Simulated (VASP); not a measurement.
# A VASP study of ZnO (zincite) (PBE): structure first, properties next, part 2 of 7

How well does PBE reproduce what experiment finds for ZnO (zincite)? The cell is relaxed first, and properties follow on it. The start is a cell from a database of measured crystal structures.

VASP 6.6.1, plane waves and PAW; the level of theory is named at each step.

So far, gap on the k-mesh (eV): step 2 (full relaxation (PBE)) 0.717. The relaxed cell has a = 3.289, c = 5.302 Å (conventional setting).

## 3. Second relaxation

Level of this step: PBE; plane waves and PAW (Zn, O) (VASP).

The basis stayed that of the start cell while the cell moved. A rerun from the cell reached resets it; the error of the finite cutoff stays. The mesh changes with the cell too.

INCAR

```
SYSTEM = ZnO
PREC = Accurate
ENCUT = 520
EDIFF = 1E-06
NELM = 100
ISMEAR = 0
SIGMA = 0.05
LREAL = .FALSE.
ALGO = Normal
GGA = PE
NBANDS = 24
LORBIT = 11
LWAVE = .FALSE.
LCHARG = .FALSE.
KPAR = 4
IBRION = 2
NSW = 60
ISIF = 3
EDIFFG = -0.01
```

POSCAR

```
ZnO
1.0
    3.2885064752      0.0000000000      0.0000000000
   -1.6442532376      2.8479301480      0.0000000000
    0.0000000000      0.0000000000      5.3018776255
Zn O
2 2
Direct
    0.3333333333      0.6666666667      0.4996979181
    0.6666666667      0.3333333333      0.9996979181
    0.6666666667      0.3333333333      0.3793120819
    0.3333333333      0.6666666667      0.8793120819
```

KPOINTS

```
Automatic mesh
0
Gamma
8 8 4
0 0 0
```

Potentials, in the order of the species: Zn and O (PBE family, release 64).

Command:

```sh
$ mpirun -np 4 vasp_std
```

The log of the run:

```text
[... set-up lines as in an earlier step ...]
 entering main loop
       N       E                     dE             d eps       ncg     rms          rms(c)
DAV:   1     0.289586938800E+03    0.28959E+03   -0.18656E+04  1440   0.217E+03
DAV:   2     0.736054739614E+01   -0.28223E+03   -0.26815E+03  1592   0.428E+02
DAV:   3    -0.206606836221E+02   -0.28021E+02   -0.27821E+02  1608   0.141E+02
DAV:   4    -0.211050091429E+02   -0.44433E+00   -0.44401E+00  1696   0.189E+01
DAV:   5    -0.211077184938E+02   -0.27094E-02   -0.27093E-02  1592   0.139E+00    0.139E+01
DAV:   6    -0.177228690226E+02    0.33848E+01   -0.92878E+00  2488   0.680E+01    0.843E+00
DAV:   7    -0.178934213611E+02   -0.17055E+00   -0.27136E+00  1560   0.183E+01    0.503E+00
DAV:   8    -0.179067449263E+02   -0.13324E-01   -0.62993E-01  2000   0.773E+00    0.165E+00
DAV:   9    -0.178551151103E+02    0.51630E-01   -0.12906E-01  2144   0.688E+00    0.313E-01
DAV:  10    -0.178578280206E+02   -0.27129E-02   -0.41227E-02  1464   0.148E+00    0.133E-01
DAV:  11    -0.178578783090E+02   -0.50288E-04   -0.70913E-04  1752   0.388E-01    0.461E-02
DAV:  12    -0.178578935848E+02   -0.15276E-04   -0.15826E-04  1952   0.359E-01    0.202E-02
DAV:  13    -0.178579067999E+02   -0.13215E-04   -0.35657E-05  1736   0.109E-01    0.216E-02
DAV:  14    -0.178579005653E+02    0.62346E-05   -0.19123E-05  1872   0.418E-02    0.328E-03
DAV:  15    -0.178579003874E+02    0.17787E-06   -0.25669E-06  1336   0.139E-02
   1 F= -.17857900E+02 E0= -.17857900E+02  d E =-.178579E+02
 curvature:   0.00 expect dE= 0.000E+00 dE for cont linesearch  0.000E+00
 trial: gam= 0.00000 g(F)=  0.146E-04 g(S)=  0.537E-05 ort = 0.000E+00 (trialstep = 0.100E+01)
 search vector abs. value=  0.200E-04
 reached required accuracy - stopping structural energy minimisation
```

It took 20 s on 4 MPI ranks of AMD EPYC 7R43, shared host; peak memory 0.59 GiB.

OUTCAR, selected parts (step 3):

```text
  LATTYP: Found a hexagonal cell.
 ALAT       =     3.2885064752
 C/A-ratio  =     1.6122448490

 Found     30 irreducible k-points:

   ENCUT  =  520.0 eV  38.22 Ry    6.18 a.u.   6.11  6.11  9.86*2*pi/ulx,y,z

   NELECT =      36.0000    total number of electrons

 E-fermi :   1.1267

 k-point     1 :       0.0000    0.0000    0.0000
  band No.  band energies     occupation
    ...
     14       0.0919      2.00000
     15       0.0919      2.00000
     16       0.7588      2.00000
     17       0.8353      2.00000
     18       0.8353      2.00000
     19       1.5522      0.00000
     20       5.8934      0.00000
     21       8.8896      0.00000
     22      13.5133      0.00000
     23      13.5133      0.00000
    ...

 k-point     2 :       0.1250    0.0000    0.0000
  band No.  band energies     occupation
    ...
     14      -0.4471      2.00000
     15      -0.1022      2.00000
     16       0.0278      2.00000
     17       0.6610      2.00000
     18       0.7305      2.00000
     19       2.5635      0.00000
     20       6.4945      0.00000
     21       8.8936      0.00000
     22      12.1508      0.00000
     23      13.6478      0.00000
    ...

  Total        0.0087271      0.0087271      0.0171039      0.0000000      0.0000000      0.0000000
  in kB        0.2815934      0.2815934      0.5518845      0.0000000      0.0000000      0.0000000
  external PRESSURE =       0.3716904 kB  Pullay stress =       0.0000000 kB

  energy-cutoff  :      520.00
  volume of cell :       49.65
      direct lattice vectors                 reciprocal lattice vectors
     3.288506475  0.000000000  0.000000000     0.304089412  0.175566104  0.000000000
    -1.644253238  2.847930148  0.000000000     0.000000000  0.351132208  0.000000000
     0.000000000  0.000000000  5.301877626     0.000000000  0.000000000  0.188612426

 POSITION                                       TOTAL-FORCE (eV/Angst)
 -----------------------------------------------------------------------------------
     -0.00000      1.89862      2.64934         0.000000     -0.000000      0.008706
      1.64425      0.94931      5.30028        -0.000000      0.000000      0.008706
      1.64425      0.94931      2.01107         0.000000     -0.000000     -0.008706
     -0.00000      1.89862      4.66201        -0.000000      0.000000     -0.008706
 -----------------------------------------------------------------------------------
    total drift:                               -0.000001     -0.000001     -0.000710

  FREE ENERGIE OF THE ION-ELECTRON SYSTEM (eV)
  ---------------------------------------------------
  free  energy   TOTEN  =       -17.8579003874 eV

  energy  without entropy=      -17.8579003874  energy(sigma->0) =      -17.85790039

 total charge
# of ion       s       p       d       tot
------------------------------------------
    1        0.446   0.452   9.890  10.788
    2        0.446   0.452   9.890  10.788
    3        1.550   3.436   0.000   4.986
    4        1.550   3.436   0.000   4.986
--------------------------------------------------
tot          3.993   7.776  19.780  31.548

[... 5 parts as in an earlier step ...]

[... 7 further parts left out ...]
```

Little changed from the start: no atom moved by 0.005 Å and no cell edge by 0.1 %.

A gap read on the k-mesh alone can miss the band edges.

Numbers from this step:

```yaml
pressure: 0.03717 GPa
scf_cycles_over_all_ionic_steps: 15
gap_on_the_k_mesh: 0.7169 eV
least_direct_gap_on_the_k_mesh: 0.7169 eV
```

It ends with a largest force of 0.009 eV/Å and a pressure of 0.04 GPa. The volume moved by under 0.01 %: the run met its threshold at the first step.

## 4. Density, ELF and potential (PBE)

A single point on the relaxed cell gives a clean self-consistent state, with density, ELF and potential written out.

Edit INCAR of step 3 so:

```diff
@@ -13,7 +13,5 @@
 LWAVE = .FALSE.
-LCHARG = .FALSE.
-KPAR = 4
-IBRION = 2
-NSW = 60
-ISIF = 3
-EDIFFG = -0.01
+LCHARG = .TRUE.
+ISIF = 2
+LELF = .TRUE.
+LVHAR = .TRUE.
```

POSCAR is that of step 3.

KPOINTS is that of step 3.

Command:

```sh
$ mpirun -np 4 vasp_std
```

The log of the run:

```text
[banner, memory and clock lines left out]
running    4 mpi-ranks, on    1 nodes
 distrk:  each k-point on    4 cores,    1 groups
 distr:  one band on    1 cores,    4 groups

 POSCAR found type information on POSCAR ZnO
 POSCAR found :  2 types and       4 ions
 LDA part: xc-table for (Slater+PW92), standard interpolation
 POSCAR, INCAR and KPOINTS ok, starting setup
 FFT: planning ... GRIDC
 FFT: planning ... GRID_SOFT
 FFT: planning ... GRID
 WAVECAR not read
 entering main loop
       N       E                     dE             d eps       ncg     rms          rms(c)
[... 1 cycle as in an earlier step ...]
DAV:   2     0.736054739611E+01   -0.28223E+03   -0.26815E+03  1592   0.428E+02
DAV:   3    -0.206606836222E+02   -0.28021E+02   -0.27821E+02  1608   0.141E+02
DAV:   4    -0.211050091430E+02   -0.44433E+00   -0.44401E+00  1696   0.189E+01
DAV:   5    -0.211077184939E+02   -0.27094E-02   -0.27093E-02  1592   0.139E+00    0.139E+01
DAV:   6    -0.177228690228E+02    0.33848E+01   -0.92878E+00  2488   0.680E+01    0.843E+00
DAV:   7    -0.178934213613E+02   -0.17055E+00   -0.27136E+00  1560   0.183E+01    0.503E+00
DAV:   8    -0.179067449264E+02   -0.13324E-01   -0.62993E-01  2000   0.773E+00    0.165E+00
DAV:   9    -0.178551151105E+02    0.51630E-01   -0.12906E-01  2144   0.688E+00    0.313E-01
DAV:  10    -0.178578280207E+02   -0.27129E-02   -0.41227E-02  1464   0.148E+00    0.133E-01
DAV:  11    -0.178578783091E+02   -0.50288E-04   -0.70913E-04  1752   0.388E-01    0.461E-02
DAV:  12    -0.178578935851E+02   -0.15276E-04   -0.15826E-04  1952   0.359E-01    0.202E-02
DAV:  13    -0.178579068001E+02   -0.13215E-04   -0.35657E-05  1736   0.109E-01    0.216E-02
DAV:  14    -0.178579005655E+02    0.62346E-05   -0.19123E-05  1872   0.418E-02    0.328E-03
DAV:  15    -0.178579003876E+02    0.17788E-06   -0.25669E-06  1336   0.139E-02
   1 F= -.17857900E+02 E0= -.17857900E+02  d E =-.396645E-18
```

The job ended after 22 s (4 MPI ranks; peak memory 0.38 GiB).

Parts of OUTCAR (step 4):

```text
 Found     30 irreducible k-points:

   NELECT =      36.0000    total number of electrons

 E-fermi :   1.1267

  Total        0.0087271      0.0087271      0.0171039      0.0000000     -0.0000000      0.0000000
  in kB        0.2815929      0.2815929      0.5518839      0.0000000     -0.0000000      0.0000000
  external PRESSURE =       0.3716899 kB  Pullay stress =       0.0000000 kB

 POSITION                                       TOTAL-FORCE (eV/Angst)
 -----------------------------------------------------------------------------------
     -0.00000      1.89862      2.64934        -0.000000      0.000000      0.008706
      1.64425      0.94931      5.30028         0.000000     -0.000000      0.008706
      1.64425      0.94931      2.01107        -0.000000     -0.000000     -0.008706
     -0.00000      1.89862      4.66201         0.000000      0.000000     -0.008706
 -----------------------------------------------------------------------------------
    total drift:                               -0.000001     -0.000001     -0.000710

  FREE ENERGIE OF THE ION-ELECTRON SYSTEM (eV)
  ---------------------------------------------------
  free  energy   TOTEN  =       -17.8579003876 eV

  energy  without entropy=      -17.8579003876  energy(sigma->0) =      -17.85790039

[... 17 parts as in an earlier step ...]
```

This step gave:

```yaml
scf_cycles: 15
```

Valence electrons inside each PAW sphere by angular momentum. Sphere charges, by row:

```
atom  s (e)  p (e)  d (e)  tot (e)
 Zn1  0.446  0.452   9.89    10.79
 Zn2  0.446  0.452   9.89    10.79
  O3   1.55  3.436      0    4.986
  O4   1.55  3.436      0    4.986
```

Valence density in the ac plane at fractional y = 0.333, with atoms of Zn and O within 0.2 Å of it. It is the smooth field of the valence electrons, not physical close to the nuclei.

Ten steps, logarithmic in the rise over the least value, from '_' (0 e/Å³) to '@' (19 e/Å³):
```
............::::++##@@@@@@%%**==::
....::::::....::--**##%%%%##++--::
..::::::::::....::==++****++--::..
....::::::........::::----::......
..................................
__..........______________________
__________________________________
__________________________________
__________________________________
__________________________________
__..........________........______
....................::::::........
................::::--------::::..
..............::--==++++++==--::::
............::::==++**####**==--::
............::--==**########++==::
............::--==**##%%%%##++==::
..________....::==++######**++--::
..__________..::--==++****++==--..
______________..::--========--::..
______________....::------::::....
______________....::::::::::....__
______________....::::----::::..__
______________..::==++****++--::..
..__________..::--**##%%%%##++--..
....______....::++##%%@@@@%%**==::
..............::++##@@@@@@@@##==::
```
Columns run along a (3.3 Å), rows up along c (5.3 Å). Atoms in or near the plane, at fractional coordinates: Zn at (0.67, 0.00), O at (0.67, 0.38).

ELF in the ac plane at fractional y = 0.333, with atoms of Zn and O within 0.2 Å of it. It is the smooth field of the valence electrons, not physical close to the nuclei.

Values, 22 rows by 14 columns, each cell a mean:
```
0.20 0.37 0.47 0.44 0.30 0.17 0.15 0.07 0.02 0.00 0.01 0.04 0.12 0.16
0.27 0.46 0.55 0.53 0.39 0.20 0.16 0.12 0.07 0.04 0.05 0.09 0.15 0.16
0.33 0.50 0.57 0.55 0.43 0.24 0.16 0.16 0.16 0.15 0.15 0.16 0.15 0.16
0.33 0.46 0.52 0.50 0.41 0.25 0.15 0.14 0.17 0.19 0.18 0.15 0.13 0.17
0.25 0.35 0.40 0.39 0.31 0.20 0.12 0.10 0.11 0.12 0.12 0.10 0.10 0.14
0.15 0.20 0.23 0.22 0.18 0.12 0.08 0.06 0.06 0.06 0.06 0.06 0.06 0.09
0.09 0.12 0.13 0.13 0.11 0.08 0.05 0.04 0.04 0.04 0.04 0.04 0.04 0.06
0.09 0.11 0.12 0.12 0.10 0.08 0.07 0.07 0.08 0.09 0.08 0.07 0.06 0.07
0.11 0.14 0.16 0.15 0.13 0.11 0.13 0.19 0.26 0.30 0.28 0.22 0.15 0.11
0.13 0.16 0.18 0.18 0.15 0.15 0.26 0.44 0.57 0.63 0.61 0.52 0.35 0.18
0.15 0.16 0.18 0.17 0.16 0.21 0.43 0.66 0.77 0.79 0.78 0.73 0.57 0.29
0.17 0.15 0.16 0.16 0.16 0.30 0.60 0.79 0.80 0.76 0.77 0.81 0.73 0.45
0.22 0.13 0.13 0.13 0.17 0.39 0.70 0.81 0.72 0.54 0.62 0.78 0.80 0.58
0.27 0.12 0.10 0.11 0.19 0.46 0.74 0.80 0.66 0.44 0.53 0.75 0.80 0.64
0.27 0.12 0.08 0.09 0.18 0.44 0.70 0.80 0.77 0.68 0.71 0.79 0.77 0.60
0.21 0.09 0.06 0.07 0.14 0.35 0.59 0.75 0.81 0.82 0.82 0.79 0.68 0.48
0.13 0.06 0.04 0.04 0.09 0.21 0.38 0.52 0.62 0.67 0.65 0.58 0.46 0.30
0.08 0.04 0.03 0.03 0.06 0.11 0.16 0.21 0.24 0.27 0.26 0.23 0.19 0.14
0.08 0.06 0.05 0.05 0.07 0.10 0.14 0.16 0.15 0.14 0.15 0.16 0.15 0.12
0.11 0.09 0.09 0.09 0.10 0.13 0.17 0.14 0.08 0.05 0.06 0.11 0.16 0.15
0.13 0.15 0.18 0.17 0.14 0.15 0.16 0.09 0.02 0.01 0.01 0.05 0.13 0.17
0.15 0.24 0.31 0.29 0.20 0.16 0.15 0.06 0.01 0.02 0.01 0.03 0.11 0.16
```
Columns run along a (3.3 Å), rows up along c (5.3 Å). Atoms in or near the plane, at fractional coordinates: Zn at (0.67, 0.00), O at (0.67, 0.38).

Electrostatic potential energy in the ac plane at fractional y = 0.333, with atoms of Zn and O within 0.2 Å of it. With pseudopotentials it is smooth inside the atoms' cores, unlike the true potential.

Values in eV, 22 rows by 14 columns, each cell a mean:
```
  0   2   3   3   1  -3  -9  -8  -6  -5  -5  -7  -9  -7
  1   3   3   3   2  -1  -7  -9  -8  -7  -7  -9  -9  -4
  2   3   3   3   2   1  -3  -7  -9  -9  -9  -9  -5  -1
  3   4   4   3   3   3   1  -2  -4  -6  -5  -3  -1   2
  4   4   4   4   4   4   3   2   1   0   0   1   2   3
  4   4   4   4   4   4   4   3   3   3   3   3   3   4
  3   3   3   3   3   3   4   4   4   4   4   4   4   3
  2   1   1   1   1   2   3   4   4   4   4   4   4   3
  0  -1  -2  -2   0   1   3   4   4   4   4   4   3   2
 -1  -3  -5  -4  -2   0   2   3   3   2   2   3   3   1
 -1  -4  -6  -5  -3   0   1   0  -4 -10  -7  -2   1   1
 -1  -3  -5  -4  -2   0   0  -9 -28 -37 -33 -18  -3   0
  1  -1  -2  -2   0   1  -3 -23 -43 -45 -45 -34 -10   0
  2   1   1   1   1   2  -3 -27 -44 -45 -45 -37 -12   1
  3   3   2   3   3   3   0 -16 -37 -44 -42 -28  -5   2
  4   4   3   3   4   4   2  -2 -15 -25 -21  -8   1   3
  4   4   4   4   4   4   3   1  -1  -3  -3   0   2   3
  3   4   4   4   4   3   1   0  -3  -4  -4  -2   0   2
  2   3   4   4   3   1  -2  -6  -9  -9  -9  -8  -4   0
  1   3   4   3   2  -1  -6  -9  -8  -7  -8  -9  -9  -4
  0   2   3   3   1  -3  -9  -8  -6  -5  -5  -7  -9  -7
  0   2   3   3   1  -4  -9  -7  -5  -4  -4  -6  -9  -8
```
Columns run along a (3.3 Å; values clipped at the 3rd and 97th percentile), rows up along c (5.3 Å). Atoms in or near the plane, at fractional coordinates: Zn at (0.67, 0.00), O at (0.67, 0.38).

In this run the pressure is 0.04 GPa, small enough to go on.

(Continued in part 3 of 7.)

[Lines on the potential files, build, host, timing and source positions are cut from VASP's logs without a mark.]

[Logs are printed without paths, hosts, clocks, repeated set-up lines and the standing remarks that a program may print on its own settings, such as how far it seeks lower states.]

[Hosts, paths, dates, database ids (printed as entryN), source tags and the programs' standing remarks are cut or masked in the printed files.]

[A measured line is paired with the nearest computed mode of its activity, which favours agreement.]
